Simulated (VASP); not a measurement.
These are PBE GGA, VASP's PBE PAW potentials (set 64) (plane waves; VASP 6.6.1) values and carry that method's errors.

VASP ran on this input.

KPOINTS:
```
Regular mesh
0
gamma
  15 15 8
```

File POSCAR:
```
Co
1
    1.2550000000    -2.1737240000     0.0000000000
    1.2550000000     2.1737240000     0.0000000000
    0.0000000000     0.0000000000     4.0700000000
Co
2
Direct
  0.3333330000   0.6666670000   0.2500000000
  0.6666670000   0.3333330000   0.7500000000
```

### INCAR
```
# general
SYSTEM  = Co
PREC    = Single
ENCUT   = 400
LREAL   = F
LASPH   = T

# electronic loop
EDIFF   = 1E-6
NELM    = 100
ALGO    = Normal
LMAXMIX = 4

# smearing
ISMEAR  = 1
SIGMA   = 0.1

# functional
GGA     = PE

# spin
ISPIN   = 2
MAGMOM  = 2*1.8

# ions
ISIF    = 2

# output
LWAVE   = F
LCHARG  = F
LORBIT  = 10
```

POTCAR, in this order: Co (PBE.64 set). Program: vasp_std.

The run wrote:

**OSZICAR**
```
       N       E                     dE             d eps       ncg     rms          rms(c)
DAV:   1     0.704611887882E+02    0.70461E+02   -0.70312E+03  8228   0.130E+03
DAV:   2    -0.143511994621E+02   -0.84812E+02   -0.78471E+02  8114   0.237E+02
DAV:   3    -0.161493002631E+02   -0.17981E+01   -0.17511E+01  9738   0.483E+01
DAV:   4    -0.161779728986E+02   -0.28673E-01   -0.28667E-01 11716   0.462E+00
DAV:   5    -0.161781736391E+02   -0.20074E-03   -0.20074E-03  9921   0.369E-01    0.145E+01
DAV:   6    -0.145381250413E+02    0.16400E+01   -0.14107E+01  8632   0.756E+01    0.726E+00
DAV:   7    -0.140992090712E+02    0.43892E+00   -0.19782E+00  8947   0.275E+01    0.380E+00
DAV:   8    -0.140819246250E+02    0.17284E-01   -0.19834E-02 11163   0.159E+00    0.177E+00
DAV:   9    -0.140666920599E+02    0.15233E-01   -0.61262E-03 11420   0.138E+00    0.512E-01
DAV:  10    -0.140666456120E+02    0.46448E-04   -0.11275E-03 10943   0.464E-01    0.122E-01
DAV:  11    -0.140665763030E+02    0.69309E-04   -0.88095E-05 11651   0.140E-01    0.280E-02
DAV:  12    -0.140665743543E+02    0.19488E-05   -0.54606E-06  9036   0.293E-02    0.142E-02
DAV:  13    -0.140665741222E+02    0.23206E-06   -0.14424E-06  5381   0.189E-02
   1 F= -.14066574E+02 E0= -.14066508E+02  d E =-.197502E-03  mag=     3.2816
```

**OUTCAR**
```
------------------------ aborting loop because EDIFF is reached ----------------------------------------
  FORCE on cell =-STRESS in cart. coord.  units (eV):
  Direction    XX          YY          ZZ          XY          YZ          ZX
  --------------------------------------------------------------------------------------
  Total       -0.7115349     -0.7115350     -0.8262840      0.0000000      0.0000000     -0.0000000
  in kB      -51.3374441    -51.3374553    -59.6166290      0.0000000      0.0000000     -0.0000000
  external PRESSURE =     -54.0971761 kB  Pullay stress =       0.0000000 kB
  volume of cell :       22.21
      direct lattice vectors                 reciprocal lattice vectors
     1.255000000 -2.173724000  0.000000000     0.398406375 -0.230020003  0.000000000
     1.255000000  2.173724000  0.000000000     0.398406375  0.230020003  0.000000000
     0.000000000  0.000000000  4.070000000     0.000000000  0.000000000  0.245700246
 POSITION                                       TOTAL-FORCE (eV/Angst)
 -----------------------------------------------------------------------------------
      1.25500      0.72458      1.01750        -0.000000     -0.000000      0.000000
      1.25500     -0.72458      3.05250         0.000000      0.000000      0.000000
 -----------------------------------------------------------------------------------
    total drift:                               -0.000023      0.000003     -0.000028
  FREE ENERGIE OF THE ION-ELECTRON SYSTEM (eV)
  ---------------------------------------------------
  free  energy   TOTEN  =       -14.0665741222 eV

  energy  without entropy=      -14.0663766206  energy(sigma->0) =      -14.06650829

 total charge

# of ion       s       p       d       tot
------------------------------------------
    1        0.480   0.502   7.244   8.226
    2        0.480   0.502   7.244   8.226
--------------------------------------------------
tot          0.961   1.003  14.488  16.452

 magnetization (x)

# of ion       s       p       d       tot
------------------------------------------
    1       -0.014  -0.053   1.731   1.664
    2       -0.014  -0.053   1.731   1.664
--------------------------------------------------
tot         -0.028  -0.105   3.462   3.329
```
(Selected blocks of OUTCAR.)

The compound is Co in the hcp structure. The cell was not relaxed at this level. The run is one of a series of settings (PREC = Single against the base run), some of them coarse on purpose.
